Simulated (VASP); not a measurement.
These are HSE06 screened hybrid, VASP's PBE PAW potentials (set 64) (plane waves; VASP) values and carry that method's errors.

Input for VASP

POSCAR:
```
InAs
1
    0.0000000000     3.1251675788     3.1251675788
    3.1251675788     0.0000000000     3.1251675788
    3.1251675788     3.1251675788     0.0000000000
In As
1 1
Direct
  0.0000000000   0.0000000000   0.0000000000
  0.2500000000   0.2500000000   0.2500000000
```

### KPOINTS
```
Automatic
0
gamma
  6 6 6
```

### INCAR
```
# general
SYSTEM    =  InAs
PREC      =  Accurate
ENCUT     =  520
LREAL     =  F
LASPH     =  T
ISYM      =  3

# electronic loop
EDIFF     =  1E-6
NELM      =  60
ALGO      =  Normal
LMAXMIX   =  4

# smearing
ISMEAR    =  0
SIGMA     =  0.05

# functional
GGA       =  PE
LHFCALC   =  T
AEXX      =  0.25
HFSCREEN  =  0.2
PRECFOCK  =  Fast

# ions
ISIF      =  2

# output
LWAVE     =  F
LCHARG    =  F
```

POTCAR, in this order: In_d As (PBE.64 set). Program: vasp_std. Read from the step before: WAVECAR.

Output

### OSZICAR
```
       N       E                     dE             d eps       ncg     rms          rms(c)
DAV:   1    -0.918865440496E+01   -0.91887E+01   -0.55364E-01   501   0.966E+00    0.334E+00
DAV:   2    -0.919728353812E+01   -0.86291E-02   -0.40372E-02   589   0.155E+00    0.361E+00
DAV:   3    -0.919632296027E+01    0.96058E-03   -0.12060E-03   576   0.511E-01    0.237E+00
DAV:   4    -0.919590268915E+01    0.42027E-03   -0.27799E-04   547   0.221E-01    0.149E+00
DAV:   5    -0.919578660577E+01    0.11608E-03   -0.93359E-05   509   0.111E-01    0.909E-01
DAV:   6    -0.919575315146E+01    0.33454E-04   -0.21828E-05   486   0.577E-02    0.552E-01
DAV:   7    -0.919574161674E+01    0.11535E-04   -0.48772E-06   486   0.287E-02    0.332E-01
DAV:   8    -0.919573879469E+01    0.28221E-05   -0.20454E-06   461   0.152E-02    0.200E-01
DAV:   9    -0.919573809832E+01    0.69637E-06   -0.63176E-07   258   0.793E-03
   1 F= -.91957381E+01 E0= -.91955557E+01  d E =-.364832E-03
```

File OUTCAR:
```
------------------------ aborting loop because EDIFF is reached ----------------------------------------
  FORCE on cell =-STRESS in cart. coord.  units (eV):
  Direction    XX          YY          ZZ          XY          YZ          ZX
  --------------------------------------------------------------------------------------
  Total       -1.3298959     -1.3298959     -1.3298959      0.0000000     -0.0000000      0.0000000
  in kB      -34.9042487    -34.9042487    -34.9042487      0.0000000     -0.0000000      0.0000000
  external PRESSURE =     -34.9042487 kB  Pullay stress =       0.0000000 kB
  volume of cell :       61.04
      direct lattice vectors                 reciprocal lattice vectors
     0.000000000  3.125167579  3.125167579    -0.159991420  0.159991420  0.159991420
     3.125167579  0.000000000  3.125167579     0.159991420 -0.159991420  0.159991420
     3.125167579  3.125167579  0.000000000     0.159991420  0.159991420 -0.159991420
  FREE ENERGIE OF THE ION-ELECTRON SYSTEM (eV)
  ---------------------------------------------------
  free  energy   TOTEN  =        -9.1957380983 eV

  energy  without entropy=       -9.1953732668  energy(sigma->0) =       -9.19555568

  exchange ACFDT corr.  =         0.00000000  see jH, gK, PRB 81, 115126
```
(Selected blocks of OUTCAR.)

The compound is InAs in the zinc blende structure. This cell is one point of a volume scan, at 1.03 of the reference volume. The cell's shape comes from a PBE relaxation.
